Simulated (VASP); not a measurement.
A run of VASP 6.6.1 is set up as follows.

File INCAR:

```
SYSTEM = Rb2LuH2
PREC     = Accurate       ! precision mode
ENCUT    = 600            ! plane-wave cutoff, eV
EDIFF    = 1E-6           ! SCF threshold, eV
ISMEAR   = -1             ! smearing method
SIGMA    = 0.05           ! smearing width, eV
LREAL    = .False.        ! projectors in reciprocal space
LASPH    = .True.         ! aspherical terms in the spheres
NELM     = 100            ! most SCF steps
ALGO     = Normal         ! electronic algorithm
ISIF     = 3              ! what is computed and relaxed
LWAVE    = .False.        ! write WAVECAR
LCHARG   = .False.        ! write CHGCAR
GGA      = CA             ! functional
IBRION   = 2              ! ionic algorithm
NSW      = 40             ! ionic steps
EDIFFG   = -0.01          ! ionic threshold
PSTRESS  = 50
```

Contents of KPOINTS:

```
Automatic mesh
0
Gamma
  6 6 3
  0 0 0
```

Contents of POSCAR:

```
Rb2LuH2
1.0
    3.8418600000      0.0000000000      0.0000000000
   -1.9209300000      3.3271500000      0.0000000000
    0.0000000000      0.0000000000     11.4651800000
Rb Lu H
2 1 2
Direct
    0.3333300000      0.6666700000      0.6988200000
    0.6666700000      0.3333300000      0.3011800000
    0.0000000000      0.0000000000      0.0000000000
    0.6666700000      0.3333300000      0.9386300000
    0.3333300000      0.6666700000      0.0613700000
```

Potentials or basis: VASP PAW PBE potentials, release 64 (Rb_sv, Lu, H).

Run with:

```bash
$ cat potpaw_PBE.64/Rb_sv/POTCAR potpaw_PBE.64/Lu/POTCAR potpaw_PBE.64/H/POTCAR > POTCAR
$ mpirun -np 1 vasp_std > vasp.out
```

**Question.** Predict the relaxed cell.

**Answer.** a = 3.455 Å, b = 3.455 Å, c = 9.693 Å, α = 90.00°, β = 90.00°, γ = 119.99°.

**Question.** Estimate the band gap on the k mesh.

**Answer.** None (metal or under the smearing width).

**Question.** What does it give for the space group after relaxing (to 0.05 Å)?

**Answer.** P-3m1 (No. 164).

The path:
| step | energy change (eV) | largest force (eV/Å) | pressure (GPa) | volume (Å³) |
| --- | --- | --- | --- | --- |
| 1 | 0.0000 | 0.1115 | -1.97 | 146.55 |
| 2 | -0.0347 | 0.2092 | 2.05 | 121.13 |
| 3 | 0.1404 | 0.3641 | 4.47 | 112.33 |
| 4 | 0.1794 | 0.3925 | 4.74 | 110.98 |
| 5 | 0.2045 | 0.4103 | 4.99 | 110.18 |
| 6 | 0.1910 | 0.3951 | 4.90 | 108.77 |
| 7 | 0.2365 | 0.3211 | 5.11 | 104.33 |
| 8 | 0.2691 | 0.2927 | 5.16 | 103.22 |
| 9 | 0.2401 | 0.2479 | 4.99 | 102.99 |
| 10 | 0.2114 | 0.1216 | 4.26 | 102.29 |
| 11 | 0.3330 | 0.1461 | 6.04 | 97.88 |
| 12 | 0.2964 | 0.1394 | 5.51 | 98.99 |
| 13 | 0.2541 | 0.1046 | 5.11 | 99.91 |
| 14 | 0.2354 | 0.0843 | 4.85 | 100.45 |
| 15 | 0.2541 | 0.0121 | 5.09 | 99.78 |
| 16 | 0.2546 | 0.0101 | 5.08 | 99.76 |
| 17 | 0.2410 | 0.0169 | 4.94 | 100.20 |
| 18 | 0.2444 | 0.0139 | 4.94 | 100.09 |
| 19 | 0.2470 | 0.0117 | 4.98 | 100.00 |
| 20 | 0.2466 | 0.0121 | 5.02 | 100.02 |
| 21 | 0.2455 | 0.0130 | 5.01 | 100.05 |
| 22 | 0.2452 | 0.0133 | 5.00 | 100.06 |
| 23 | 0.2448 | 0.0137 | 5.02 | 100.07 |
| 24 | 0.2430 | 0.0108 | 5.00 | 100.13 |
| 25 | 0.2395 | 0.0055 | 4.99 | 100.24 |

Caveat: the cell is relaxed towards a set pressure, so the enthalpy falls and the energy may rise; the volume moved by over 15 % at a fixed basis, so the end points are rough; the PAW data sets were made with another functional, which shifts forces and pressure a little. The run has no spin-orbit coupling, so splittings on Lu are missing.
